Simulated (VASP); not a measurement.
Consider the following.

```
Ag
1.0
    2.67573     0.00000     0.00000
    0.00000     2.67573     0.00000
    0.00000     0.00000     2.67573
Ag
1
Direct
  0.04485   0.01869   0.00000
```

Level of theory: PBE GGA, VASP's PBE PAW potentials (set 64) (plane waves; VASP). Settings: 400 eV cut-off, 10×10×10 Γ-centred mesh, first-order Methfessel-Paxton smearing of 0.10 eV, potentials Ag.

Energy and stress use the plane-wave basis of the starting cell.

Problem. The ions, cell shape and volume are relaxed. What does this cell relax into?

Solution. 
```
Ag
1.0
    2.74197     0.00000     0.00000
    0.00000     2.74197     0.00000
    0.00000     0.00000     2.74197
Ag
1
Cartesian
  0.12297   0.05124   0.00000
```
Space group Pm-3m (221), at a tolerance of 0.03 Å.

Problem. How do energy and volume change from the first to the last step?

Solution. The energy (σ→0) changes by -27.6 meV/atom and the volume by +7.6 %, in 3 ionic steps.

The structure was generated: Ag was put into the simple-cubic type (Pm-3m), which need not be its known phase. This run relaxes it. Symmetry was kept, so distortions that lower it aren't found.
